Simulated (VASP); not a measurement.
GaAs (zinc blende) is relaxed at rising pressure, each step from the one before. Symmetry mostly holds the structure type, and other phases were not tried. The mesh follows the cell, and a change of mesh leaves a small step in the series.

Input:

```xyz
2
Lattice="0.0000 2.8063 2.8063 2.8063 0.0000 2.8063 2.8063 2.8063 0.0000" Properties=species:S:1:pos:R:3 pbc="T T T"
Ga     0.0000     0.0000     0.0000
As     1.4031     1.4031     1.4031
```

Level of theory: LDA (Ceperley-Alder, Perdew-Zunger), VASP's LDA PAW potentials (set 64) (plane waves; VASP 6.6.1). Run with 500 eV cut-off, 8×8×8 Γ-centred mesh, Gaussian smearing of 0.050 eV, potentials Ga_d As.

```tsv
P (GPa)	V (Å³/atom)	H − H(0) (eV/atom)	space group	k-mesh
0	22.10	0.000	F-43m	8×8×8
5	20.83	0.668	F-43m	8×8×8
10	(withheld)	(withheld)	F-43m	8×8×8
20	(withheld)	(withheld)	F-43m	9×9×9
30	17.46	3.615	F-43m	9×9×9
45	16.29	5.191	F-43m	9×9×9
```

### Question
Fill in the missing entries.

### Answer

- 20, V (Å³/atom): 18.48
- 20, H − H(0) (eV/atom): 2.495
- 10, V (Å³/atom): 19.88
- 10, H − H(0) (eV/atom): 1.303

Pressures at which the relaxation failed are left out.

The compound is GaAs in the zinc blende structure.
